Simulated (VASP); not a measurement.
Consider the following.

```
CELL_PARAMETERS angstrom
      3.02988     0.00000     0.00000
      0.00000     2.92501     0.00000
      0.00000     0.00000     2.91617
ATOMIC_POSITIONS crystal
  Al 0.50000 0.50000 0.50000
  Ru 0.03147 0.00000 0.00000
```

Level of theory: PBE GGA, VASP's PBE PAW potentials (set 64) (plane waves; VASP 6.6.1). Run with PREC = Low, 400 eV cut-off, 11×11×11 Γ-centred mesh, first-order Methfessel-Paxton smearing of 0.10 eV, potentials Al Ru_pv.

### Question
Which forces act on the atoms, in eV/Å?

### Answer

```csv
atom,Fx,Fy,Fz
Al1,0.892,0.000,0.000
Ru2,-0.892,0.000,0.000
```

### Question
Give the stress tensor in GPa (positive for a compressed cell).

### Answer

```
 6.34   0.00   0.00
 0.00  13.34   0.00
 0.00   0.00  13.92
```
The pressure is its mean diagonal, 11.20 GPa.

The compound is RuAl in the CsCl type structure. The cell was not relaxed at this level, atoms are displaced from their ideal sites. The run is one of a series of settings (PREC = Low against the base run), some of them coarse on purpose. The electron count is odd and the run is not spin-polarised, which forces a metal.
